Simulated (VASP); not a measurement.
The system is TcSe2.

```
Tc Se
1.0
     0.00000    3.14575    3.14575
     3.14575    0.00000    3.14575
     3.14575    3.14575    0.00000
Tc Se
1 2
Direct
  0.00000 0.00000 0.00000
  0.25000 0.25000 0.25000
  0.75000 0.75000 0.75000
```

The cell comes from a database or a generator and needn't be the stable form of this composition.

Base run:

- Program: VASP 6.6.1
- Functional: PBEsol
- Potentials or basis: VASP PAW PBE potentials, release 64 (Tc_pv, Se)
- Cutoff: 520 eV
- k mesh: 5 × 5 × 5
- Occupations: gaussian, width 0.05 eV
- Spin: collinear spin, zero start
- Starting moments: [0.0, 0.0, 0.0] μB
- Hubbard terms: Tc d U = 3 eV

Its results: band gap on the k mesh none (metal or under the smearing width); pressure -13.5 GPa; net moment 0.00 μB per cell.

The run is repeated on the same cell with these changes: spin from collinear spin, zero start to collinear spin, random start; moments at the start from [0.0, 0.0, 0.0] to [0.59, 0.0, 0.0]. What comes out?

Band gap on the k mesh none (metal or under the smearing width); pressure -12.1 GPa; net moment 0.81 μB per cell; site moments Tc +0.80; Se -0.01 μB.

Caveats: the PAW data sets were made with another functional, which shifts forces and pressure a little.
